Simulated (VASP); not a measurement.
# Moving the strain (εzz = s) in P2S

```
P S
1.0
     3.32941    0.00000    0.00000
     0.00000    3.32941    0.00000
     0.00000    0.00000    9.19914
P S
4 2
Direct
  0.00000 0.50000 0.30307
  0.00000 0.50000 0.80307
  0.50000 0.00000 0.69693
  0.50000 0.00000 0.19693
  0.00000 0.00000 0.00000
  0.50000 0.50000 0.50000
```

The cell comes from a database or a generator and needn't be the stable form of this composition.

Kept alike: task single point; functional PBE; k mesh 6 × 6 × 3; occupations fermi-dirac, width 0.05 eV; no spin polarisation. Program: VASP, PBE PAW files P, S, 520 eV. The mesh is that of the run's cell of 6 atoms. No spin-orbit coupling.

| s | free energy over the lowest row (meV/atom) |
| --- | --- |
| -0.04 | 9.39 |
| -0.02 | 1.75 |
| -0.01 | 0.18 |
| 0 | 0.00 |
| 0.01 | 1.11 |
| 0.02 | 3.33 |
| 0.04 | 10.90 |

The cell shown is the unstrained one; x, y and z are its Cartesian axes; atoms keep their fractions. For a metal such a mesh leaves the last digits unconverged.

**Question.** What does the strain (εzz = s) change here?

**Answer.** The free energy is lowest at 0, and 10.90 meV an atom higher at 0.04.
